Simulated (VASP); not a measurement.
AlO2:

```
Al O
1.0
     1.48816   -5.40283    0.00000
     1.48816    5.40283    0.00000
     0.00000    0.00000    3.64661
Al O
2 4
Cartesian
  1.4882 -1.8168 2.7350
  1.4882 1.8168 0.9117
  1.4882 4.7429 2.7350
  1.4882 -4.7429 0.9117
  1.4882 2.2240 2.7350
  1.4882 -2.2240 0.9117
```

The cell comes from a database or a generator and needn't be the stable form of this composition.

```yaml
Program: VASP 6.6.1
Task: single point
Functional: PBEsol
Potentials_or_basis: VASP PAW PBE potentials, release 64 (Al, O)
Cutoff: 520 eV
k_mesh: 9 × 9 × 7
Occupations: fermi-dirac, width 0.05 eV
Spin: no spin polarisation
```

On this cell: pressure -5.9 GPa; largest force 0.651 eV/Å; band gap on the k mesh none (metal or under the smearing width).

The same run follows on a disturbed copy (atoms moved at random, drawn with an rms of 0.05 Å):

```
Al O
1.0
     1.48816   -5.40283    0.00000
     1.48816    5.40283    0.00000
     0.00000    0.00000    3.64661
Al O
2 4
Direct
  0.65090 0.31897 0.76697
  0.33785 0.68253 0.25141
  0.07716 0.95176 0.72942
  0.95916 0.08131 0.24310
  0.29823 0.72369 0.74900
  0.70944 0.29587 0.25165
```

Task: What does the disturbed cell give?

Result: The energy (extrapolated to zero smearing) moves by +26.2 meV/atom; pressure -3.4 GPa; largest force 1.717 eV/Å; band gap on the k mesh none (metal or under the smearing width).

Forces in eV/Å, atoms in the order of the input:
```
Al   1.349  0.031 -1.062
Al   0.104 -0.511  0.018
O   -1.017  1.219  0.145
O   -0.251 -0.264  0.202
O   -0.280 -0.706  0.322
O    0.095  0.231  0.375
```

Stress tensor (GPa, compression positive):
```
-3.99 -0.74  0.45
-0.74 -3.69 -0.10
 0.45 -0.10 -2.54
```

Caveats: the PAW data sets were made with another functional, which shifts forces and pressure a little.
